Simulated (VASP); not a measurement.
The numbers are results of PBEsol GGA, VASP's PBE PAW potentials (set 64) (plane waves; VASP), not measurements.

The input files of a VASP run:

### INCAR
```
! general
SYSTEM = Si
PREC   = Accurate
ENCUT  = 400   ! plane-wave cut-off (eV)
LREAL  = .FALSE.
LASPH  = .TRUE.   ! aspherical one-centre terms

! electronic loop
EDIFF  = 1E-6   ! SCF stop (eV)
NELM   = 100   ! most electronic steps
ALGO   = Normal   ! blocked Davidson

! smearing
ISMEAR = 0   ! Gaussian
SIGMA  = 0.05   ! width (eV)

! functional
GGA    = PS

! ions
IBRION = 2   ! conjugate gradients
NSW    = 60
ISIF   = 3   ! ions, shape and volume
EDIFFG = -0.01   ! ionic stop

! output
LWAVE  = .FALSE.
LCHARG = .FALSE.
```

### POSCAR
```
Si
1
    0.0000000000     2.7155000000     2.7155000000
    2.7155000000     0.0000000000     2.7155000000
    2.7155000000     2.7155000000     0.0000000000
Si
2
Direct
  0.0000000000   0.0000000000   0.0000000000
  0.2500000000   0.2500000000   0.2500000000
```

### KPOINTS
```
Automatic mesh
0
Gamma
8 8 8
0 0 0
```

POTCAR, in this order: Si (PBE.64 set). Program: vasp_std.

The run wrote:

File OSZICAR:
```
       N       E                     dE             d eps       ncg     rms          rms(c)
DAV:   1     0.313234305640E+01    0.31323E+01   -0.29474E+03   464   0.633E+02
DAV:   2    -0.115222147774E+02   -0.14655E+02   -0.14146E+02   704   0.748E+01
DAV:   3    -0.117126422612E+02   -0.19043E+00   -0.19043E+00   584   0.106E+01
DAV:   4    -0.117133539165E+02   -0.71166E-03   -0.71166E-03   760   0.677E-01
DAV:   5    -0.117133543131E+02   -0.39658E-06   -0.39648E-06   576   0.164E-02    0.496E+00
DAV:   6    -0.115589479013E+02    0.15441E+00   -0.97906E-02   568   0.159E+00    0.298E+00
DAV:   7    -0.114887093953E+02    0.70239E-01   -0.17131E-01   576   0.219E+00    0.190E-01
DAV:   8    -0.114891552724E+02   -0.44588E-03   -0.42980E-03   488   0.501E-01    0.709E-02
DAV:   9    -0.114892108372E+02   -0.55565E-04   -0.89316E-05   728   0.779E-02    0.525E-02
DAV:  10    -0.114892211117E+02   -0.10274E-04   -0.11060E-05   512   0.242E-02    0.110E-02
DAV:  11    -0.114892208154E+02    0.29634E-06   -0.22067E-07   488   0.329E-03
   1 F= -.11489221E+02 E0= -.11489221E+02  d E =-.114892E+02
       N       E                     dE             d eps       ncg     rms          rms(c)
DAV:   1    -0.114893827448E+02   -0.16163E-03   -0.44891E-03   560   0.381E-01    0.648E-02
DAV:   2    -0.114892984687E+02    0.84276E-04   -0.75337E-05   576   0.574E-02    0.386E-02
DAV:   3    -0.114892557743E+02    0.42694E-04   -0.92657E-05   552   0.485E-02    0.116E-02
DAV:   4    -0.114892555579E+02    0.21641E-06   -0.79607E-07   416   0.825E-03
   2 F= -.11489256E+02 E0= -.11489256E+02  d E =-.347425E-04
       N       E                     dE             d eps       ncg     rms          rms(c)
DAV:   1    -0.114893210753E+02   -0.65301E-04   -0.85435E-04   544   0.167E-01    0.271E-02
DAV:   2    -0.114893055820E+02    0.15493E-04   -0.14376E-05   568   0.252E-02    0.162E-02
DAV:   3    -0.114892988005E+02    0.67816E-05   -0.17752E-05   536   0.212E-02    0.510E-03
DAV:   4    -0.114892988855E+02   -0.85074E-07   -0.14810E-07   232   0.368E-03
   3 F= -.11489299E+02 E0= -.11489299E+02  d E =-.780701E-04
```

OUTCAR:
```
------------------------ aborting loop because EDIFF is reached ----------------------------------------
  FORCE on cell =-STRESS in cart. coord.  units (eV):
  Direction    XX          YY          ZZ          XY          YZ          ZX
  --------------------------------------------------------------------------------------
  Total        0.0011179      0.0011179      0.0011179      0.0000000     -0.0000000     -0.0000000
  in kB        0.0446086      0.0446086      0.0446086      0.0000000     -0.0000000     -0.0000000
  external PRESSURE =       0.0446086 kB  Pullay stress =       0.0000000 kB
  volume of cell :       40.15
      direct lattice vectors                 reciprocal lattice vectors
     0.000000000  2.717817600  2.717817600    -0.183971139  0.183971139  0.183971139
     2.717817600 -0.000000000  2.717817600     0.183971139 -0.183971139  0.183971139
     2.717817600  2.717817600  0.000000000     0.183971139  0.183971139 -0.183971139
 POSITION                                       TOTAL-FORCE (eV/Angst)
 -----------------------------------------------------------------------------------
      0.00000      0.00000      0.00000        -0.000000     -0.000000     -0.000000
      1.35891      1.35891      1.35891         0.000000      0.000000      0.000000
 -----------------------------------------------------------------------------------
    total drift:                                0.000000      0.000000     -0.000000
  FREE ENERGIE OF THE ION-ELECTRON SYSTEM (eV)
  ---------------------------------------------------
  free  energy   TOTEN  =       -11.4892988855 eV

  energy  without entropy=      -11.4892988855  energy(sigma->0) =      -11.48929889

 reached required accuracy - stopping structural energy minimisation
```
(Selected blocks of OUTCAR.)

### CONTCAR
```
Si
   1.00000000000000
     0.0000000000000000    2.7178176003811707    2.7178176003811707
     2.7178176003811707   -0.0000000000000000    2.7178176003811707
     2.7178176003811707    2.7178176003811707    0.0000000000000000
  Si
     2
Direct
     0.0000000000000000    0.0000000000000000    0.0000000000000000
     0.2500000000000000    0.2500000000000000    0.2500000000000000
```

The compound is Si in the diamond structure. This run relaxes it. Symmetry was kept, so distortions that lower it aren't found.
